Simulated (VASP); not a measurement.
These are PBE GGA with D3 dispersion (zero damping), VASP's PBE PAW potentials (set 64) (plane waves; VASP) values and carry that method's errors.

VASP ran on this input.

### KPOINTS
```
Automatic mesh
0
Gamma
13 13 13
0 0 0
```

**INCAR**
```
! general
SYSTEM   =  CoGa
PREC     =  Accurate
ENCUT    =  520   ! plane-wave cut-off (eV)
LREAL    =  .FALSE.
LASPH    =  .TRUE.

! electronic loop
EDIFF    =  1E-7   ! SCF stop (eV)
NELM     =  100
ALGO     =  Normal   ! blocked Davidson
LMAXMIX  =  4

! smearing
ISMEAR   =  1
SIGMA    =  0.1

! functional
GGA      =  PE   ! PBE
IVDW     =  11

! ions
ISIF     =  2   ! forces and stress, cell fixed

! output
LWAVE    =  .FALSE.
LCHARG   =  .FALSE.
```

### POSCAR
```
CoGa
1.0
  2.7922877765   0.0000000000   0.0000000000
  0.0000000000   2.7922877765   0.0000000000
  0.0000000000   0.0000000000   2.7922877765
Ga Co
1 1
Direct
  0.5000000000   0.5000000000   0.5000000000
  0.0000000000   0.0000000000   0.0000000000
```

POTCAR, in this order: Ga_d Co (PBE.64 set). Program: vasp_std.

Q: What does the run give for the energy per atom (σ→0), dispersion energy, pressure, band gap (on the k-mesh)?

A: 
| Item | Result |
|---|---|
| energy per atom (σ→0) | -5.562 eV/atom |
| dispersion energy | -777 meV |
| band gap (on the k-mesh) | none (metal, semimetal or under 0.01 eV) |
| pressure | 13.70 GPa |

**OSZICAR**
```
...
DAV:   7    -0.103824058365E+02    0.14328E+01   -0.70867E+00  2646   0.444E+01    0.230E+00
DAV:   8    -0.103520847735E+02    0.30321E-01   -0.21627E-01  3148   0.575E+00    0.582E-01
DAV:   9    -0.103471854312E+02    0.48993E-02   -0.14557E-02  3599   0.207E+00    0.112E-01
DAV:  10    -0.103469669366E+02    0.21849E-03   -0.49628E-04  3429   0.333E-01    0.620E-02
DAV:  11    -0.103469574773E+02    0.94592E-05   -0.53585E-05  3498   0.132E-01    0.107E-02
DAV:  12    -0.103469567999E+02    0.67741E-06   -0.25078E-06  3212   0.269E-02    0.150E-03
DAV:  13    -0.103469567146E+02    0.85355E-07   -0.19748E-07  2274   0.676E-03
   1 F= -.11123718E+02 E0= -.11124100E+02  d E =0.114565E-02
```

The compound is CoGa in the CsCl type structure. This cell is one point of a volume scan, at 0.94 of the reference volume. The run is not spin-polarised, so no magnetic state was tried.
